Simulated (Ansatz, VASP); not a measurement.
## One calculation of CsMo3P, two programs

File INCAR:

```
SYSTEM = CsMo3P
  PREC = Accurate
  ENCUT = 520
  EDIFF = 1E-7
  ISMEAR = 0
  SIGMA = 0.1
  LREAL = .False.
  LASPH = .True.
  NELM = 80
  ALGO = Normal
  ISIF = 2
  LWAVE = .False.
  LCHARG = .False.
  GGA = PE
  NBANDS = 36
```

File KPOINTS:

```
Automatic mesh
0
Gamma
  6 6 4
  0 0 0
```

POSCAR

```
CsMo3P
1.0
    5.3875387800      0.0000000000      0.0000000000
   -2.6937693900      4.6657454500      0.0000000000
    0.0000000000      0.0000000000      4.7909067300
Cs Mo P
1 3 1
Direct
    0.0000000000      0.0000000000      0.5000000000
    0.5000000000      0.0000000000      0.5000000000
    0.0000000000      0.5000000000      0.5000000000
    0.5000000000      0.5000000000      0.5000000000
    0.0000000000      0.0000000000      0.0000000000
```

Input for Ansatz:

```yaml
crystal:
  lattice:
    - [5.38753878, 0.0, 0.0]
    - [-2.69376939, 4.66574545, 0.0]
    - [0.0, 0.0, 4.79090673]
  atoms:
    - { symbol: Cs, position: [0.0, 0.0, 0.5] }
    - { symbol: Mo, position: [0.5, 0.0, 0.5] }
    - { symbol: Mo, position: [0.0, 0.5, 0.5] }
    - { symbol: Mo, position: [0.5, 0.5, 0.5] }
    - { symbol: P, position: [0.0, 0.0, 0.0] }
basis:
  ecutwfc: 420
kpoints:
  mp_grid: { grid: [6, 6, 4] }
hamiltonian:
  xc: pbe
scf:
  occupations: { method: gaussian, width: 0.1 }
  lower_state_search: "off"
output:
  forces: true
  stress: true
  eigenvalues: true
```

Alike in both runs: task single point; functional PBE; k mesh 6 × 6 × 4; occupations gaussian, width 0.1 eV; no spin polarisation.

|  | VASP | Ansatz |
| --- | --- | --- |
| version | VASP 6.6.1 | Ansatz 0.2.0 |
| potentials or method | VASP PAW PBE potentials, release 64 (Cs_sv, Mo_sv, P) | scalar-relativistic, plane waves, PAW |
| plane-wave cutoff (eV) | 520 | 420 |
| valence electrons in the cell | 56 | 56 |

Ansatz gave:

| Item | Value |
| --- | --- |
| gap on the k mesh at the Fermi level (eV) | none |
| pressure (GPa) | 7.4 |
| largest component of the traceless stress (GPa) | 8.31 |

Q: What did VASP give for the same quantities?

A: gap on the k mesh at the Fermi level (eV): none; pressure (GPa): 9.6; largest component of the traceless stress (GPa): 7.64.

A gap of «none» marks a metal or a gap that the smearing closes.

Spin-orbit coupling is left out, which matters for the levels of Cs.
